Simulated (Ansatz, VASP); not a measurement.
# AgF: VASP beside Ansatz, part 2 of 2

One calculation is typed for both programs; each brings its own data sets. How far apart do they land? The cell is generated by rule, not measured, and may not be a known phase. The structure shown is the end of the Ansatz relaxation below.

VASP 6.6.1 and Ansatz 0.2.0.

So far. Step 3 (VASP: single point, PBEsol, pair 1): The run ends at a pressure of 0.46 GPa.

### 6. VASP: single point, PBEsol, pair 2

Level of this step: PBEsol; plane waves and PAW (Ag, F); invented cell (VASP).

The same cell, functional, mesh and smearing now go to VASP, with its own data sets.

File INCAR:

```
SYSTEM = AgF
PREC = Accurate
ENCUT = 600
EDIFF = 1E-06
NELM = 120
ISMEAR = 1
SIGMA = 0.15
LREAL = .FALSE.
ALGO = Normal
GGA = PS
NBANDS = 24
LASPH = .TRUE.
LORBIT = 11
LWAVE = .FALSE.
LCHARG = .FALSE.
ISIF = 2
GGA_COMPAT = .FALSE.
KPAR = 2
```

File POSCAR:

```
AgF
1.0
    3.0981421837      0.0000026289      0.0000000000
   -1.5490733685      2.6830685212      0.0000000000
    0.0000000000      0.0000000000      6.7299833107
Ag F
2 2
Direct
    0.0000000000      0.0000000000      0.0000000000
    0.0000000000      0.0000000000      0.5000000000
    0.3333333333      0.6666666667      0.2500000000
    0.6666666667      0.3333333333      0.7500000000
```

File KPOINTS:

```
Automatic mesh
0
Gamma
15 15 6
0 0 0
```

The projector-augmented-wave data sets are Ag and F (PBE family, release 64).

The run is started by

```
$ mpirun -np 2 vasp_std
```

Numbers of over 12 decimals in the logs are rounded to 6 here.

The program printed:

```text
[banner, memory and clock lines left out]
running    2 mpi-ranks, on    1 nodes
[...]
[... a notice as in an earlier step ...]

 LDA part: xc-table for (Slater+PW92), standard interpolation
 POSCAR, INCAR and KPOINTS ok, starting setup
[...]
entering main loop
       N       E                     dE             d eps       ncg     rms          rms(c)
DAV:   1     0.281234726358E+03    0.28123E+03   -0.21432E+04  5200   0.165E+03
DAV:   2    -0.305968587779E+01   -0.28429E+03   -0.27092E+03  5808   0.375E+02
DAV:   3    -0.154048503769E+02   -0.12345E+02   -0.12281E+02  5928   0.830E+01
DAV:   4    -0.154734420040E+02   -0.68592E-01   -0.68583E-01  5960   0.642E+00
[...]
DAV:  11    -0.139391322613E+02   -0.24994E-04   -0.55436E-05  6184   0.617E-02    0.358E-02
DAV:  12    -0.139391255341E+02    0.67272E-05   -0.19756E-05  5688   0.507E-02    0.762E-03
DAV:  13    -0.139391257208E+02   -0.18675E-06   -0.23689E-06  4968   0.126E-02
   1 F= -.13939126E+02 E0= -.13940167E+02  d E =0.312512E-02
```

From OUTCAR (step 6):

```text
  Total       -0.4140558     -0.4140558     -0.1667398     -0.0000000     -0.0000000     -0.0000000
  in kB      -11.8582935    -11.8582935     -4.7753205     -0.0000000     -0.0000000     -0.0000000
  external PRESSURE =      -9.4973025 kB  Pullay stress =       0.0000000 kB

 POSITION                                       TOTAL-FORCE (eV/Angst)
 -----------------------------------------------------------------------------------
      0.00000      0.00000      0.00000        -0.000000     -0.000000      0.000000
      0.00000      0.00000      3.36499        -0.000000     -0.000000      0.000000
     -0.00000      1.78871      1.68250         0.000000     -0.000000     -0.000000
      1.54907      0.89436      5.04749        -0.000000      0.000000      0.000000
 -----------------------------------------------------------------------------------
    total drift:                                0.000000     -0.000000      0.000000

  FREE ENERGIE OF THE ION-ELECTRON SYSTEM (eV)
  ---------------------------------------------------
  free  energy   TOTEN  =       -13.9391257208 eV

  energy  without entropy=      -13.9422508416  energy(sigma->0) =      -13.94016743

[... 1 part as in an earlier step ...]

[... 2 further parts left out ...]
[key lines of the parts left out:]
E-fermi :   3.6421
```

The run ends at a pressure of -0.95 GPa.

### 7. Differences

What differs besides the data sets and the points named for the pairs above, as far as they apply: the data sets hold 52 valence electrons in Ansatz (on its default PAW (the set named soft_2) files) and 36 in VASP. Total energies have different zeros and are not compared.

The two programs side by side:

```csv
quantity,Ansatz,VASP,difference
pressure (GPa),-0.53,-0.95,+0.42
```

### 8. Ansatz: relaxation, PBEsol

This run makes the geometry at which the two programs are then compared. The cell compared in this pair holds 56.89 Å³, against 55.94 Å³ for the pair before.

The structure compared here is the end of the Ansatz relaxation.

File input.yaml:

```yaml
crystal:
  lattice:
    - [3.1588900697, 2.6804e-06, 0.0]
    - [-1.5794473562, 2.7356777079, 0.0]
    - [0.0, 0.0, 6.8643533922]
  atoms:
    - { symbol: Ag, position: [0.0, 0.0, 0.0] }
    - { symbol: Ag, position: [0.0, 0.0, 0.5] }
    - { symbol: F, position: [0.3333333333, 0.6666666667, 0.25] }
    - { symbol: F, position: [0.6666666667, 0.3333333333, 0.75] }
kpoints:
  mp_grid: { grid: [15, 15, 6] }
hamiltonian:
  xc: pbesol
scf:
  occupations: { method: methfessel_paxton, width: 0.15 }
output:
  forces: true
  stress: true
  eigenvalues: true
relax:
  adjacent_minimum: "off"
  f_tol: 0.001
  max_steps: 60
  cell: { stress_tol: 0.02, fix: [a, b, gamma] }
```

The run is started by

```
$ ansatz run input.yaml --threads 8 --pin off --max-ram 14336MiB --backend cpu --events-out ev --progress --plain --runs-dir out
```

The program printed:

```text
[...]
Crystal: 4 atoms, lattice volume = 59.320 Å³
Basis set: ecut = 420 eV, 1163 PW (Γ), exchange–correlation on 48×48×96 points (8 copies of the dense FFT grid, shifted against one another)
Bands: 32, of which v1, the nominal top of the filled ones, is band 26 counted from 1 (25 counted from 0)
Symmetry: 24 space group operations
[...]
k-points: 108 of 1350
[...]
--- Relaxed structure (4 steps of the walk, 4 accepted, 2 SCFs on fresh bases) ---
[...]
cell:  # Å, volume = 56.8861 Å³
    - [3.158890, 2.6804320473168836e-6, 0.0]
    - [-1.579447, 2.735678, 0.0]
    - [0.0, 0.0, 6.582739]
  atoms:
    - { symbol: Ag, position: [0, 0, 0] }
    - { symbol: Ag, position: [0, 0, 0.500000] }
    - { symbol: F, position: [0.333333, 0.666667, 0.250000] }
    - { symbol: F, position: [0.666667, 0.333333, 0.750000] }
[key lines of the parts left out:]
SCF converged after 6 iterations
Free energy (F): -16643.127446 eV
Fermi energy:    9.773063 eV
P = ⅓ Tr σ = -0.7594 GPa (-7.594 kbar)
```

### 9. VASP: single point, PBEsol, pair 3

The same cell, functional, mesh and smearing now go to VASP, with its own data sets.

INCAR is that of step 6.

File POSCAR:

```
AgF
1.0
    3.1588900697      0.0000026804      0.0000000000
   -1.5794473562      2.7356777079      0.0000000000
    0.0000000000      0.0000000000      6.5827393031
Ag F
2 2
Direct
    0.0000000000      0.0000000000      0.0000000000
    0.0000000000      0.0000000000      0.5000000000
    0.3333333333      0.6666666667      0.2500000000
    0.6666666667      0.3333333333      0.7500000000
```

KPOINTS is that of step 6.

The run is started by

```
$ mpirun -np 2 vasp_std
```

The program printed:

```text
[... set-up lines as in an earlier step ...]
 entering main loop
       N       E                     dE             d eps       ncg     rms          rms(c)
DAV:   1     0.283125382005E+03    0.28313E+03   -0.21341E+04  5200   0.165E+03
DAV:   2    -0.269920210394E+01   -0.28582E+03   -0.27208E+03  5848   0.374E+02
DAV:   3    -0.153503896896E+02   -0.12651E+02   -0.12580E+02  5936   0.839E+01
DAV:   4    -0.154227937863E+02   -0.72404E-01   -0.72394E-01  5944   0.658E+00
[...]
DAV:  11    -0.139256593324E+02   -0.35471E-04   -0.44823E-05  6080   0.561E-02    0.305E-02
DAV:  12    -0.139256533960E+02    0.59363E-05   -0.16783E-05  5616   0.424E-02    0.777E-03
DAV:  13    -0.139256535917E+02   -0.19568E-06   -0.16514E-06  4088   0.111E-02
   1 F= -.13925654E+02 E0= -.13926741E+02  d E =0.326182E-02
```

From OUTCAR (step 9):

```text
  Total       -0.5441024     -0.5441024     -0.1603323      0.0000000      0.0000000      0.0000000
  in kB      -15.3244493    -15.3244493     -4.5157031      0.0000000      0.0000000      0.0000000
  external PRESSURE =     -11.7215339 kB  Pullay stress =       0.0000000 kB

 POSITION                                       TOTAL-FORCE (eV/Angst)
 -----------------------------------------------------------------------------------
      0.00000      0.00000      0.00000        -0.000000     -0.000000     -0.000000
      0.00000      0.00000      3.29137         0.000000     -0.000000     -0.000000
     -0.00000      1.82379      1.64568         0.000000      0.000000      0.000000
      1.57944      0.91189      4.93705         0.000000     -0.000000     -0.000000
 -----------------------------------------------------------------------------------
    total drift:                                0.000000     -0.000000      0.000000

  FREE ENERGIE OF THE ION-ELECTRON SYSTEM (eV)
  ---------------------------------------------------
  free  energy   TOTEN  =       -13.9256535917 eV

  energy  without entropy=      -13.9289154071  energy(sigma->0) =      -13.92674086

[... 1 part as in an earlier step ...]

[... 2 further parts left out ...]
[key lines of the parts left out:]
E-fermi :   3.5187
```

The run ends at a pressure of -1.17 GPa.

### 10. Side by side

What differs besides the data sets and the points named for the pairs above, as far as they apply: the data sets hold 52 valence electrons in Ansatz (on its default PAW (the set named soft_2) files) and 36 in VASP. Total energies have different zeros and are not compared.

Compared:

```csv
quantity,Ansatz,VASP,difference
pressure (GPa),-0.76,-1.17,+0.41
```

### 11. Summary of results

```
difference in pressure (single point, PBEsol, pair 1) : 0.45 GPa
difference in pressure (single point, PBEsol, pair 2) : 0.42 GPa
difference in pressure (single point, PBEsol, pair 3) : 0.41 GPa
```

The difference in pressure is 0.45 GPa (single point, PBEsol, pair 1), within the 1 GPa picked in this series as the mark of a large difference. The data sets hold unlike numbers of valence electrons (52 in Ansatz and 36 in VASP), so part of the differences comes from the potentials. 1 further run of this series is not shown here. Such differences can come from data sets, numerical settings and the points named under the comparisons, not from the functional's error against experiment.

[Lines on the potential files, build, host, timing and source positions are cut from VASP's logs without a mark.]

[Logs are printed without paths, hosts, clocks, repeated set-up lines and the standing remarks that a program may print on its own settings, such as how far it seeks lower states.]

[Hosts, paths, dates, database ids (printed as entryN), source tags and the programs' standing remarks are cut or masked in the printed files.]
